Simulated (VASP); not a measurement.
Er (relaxed from the bcc structure, space group Im-3m): computed properties

Computed with r2SCAN meta-GGA, VASP's PBE PAW potentials (set 64) (plane waves; VASP 6.6.1).

For Er, the space group is Im-3m (229) and the cell is a = b = c = 3.9584 Å, α = β = γ = 90.00°. The volume per atom comes out as 31.01 Å³/atom, the band gap (over mesh and band path) is none (metal, semimetal or under 0.01 eV) and the density is 8.96 g/cm³.

```
CELL_PARAMETERS angstrom
     -1.97921     1.97921     1.97921
      1.97921    -1.97921     1.97921
      1.97921     1.97921    -1.97921
ATOMIC_POSITIONS crystal
  Er 0.00000 0.00000 0.00000
```

The 4f electrons are frozen in the core of the lanthanide potential, so 4f levels, which can set the real gap, and their magnetism are missing.

The structure was generated: Er was put into the bcc type (Im-3m), which need not be its known phase. It was relaxed first. Symmetry was kept, so distortions that lower it aren't found.
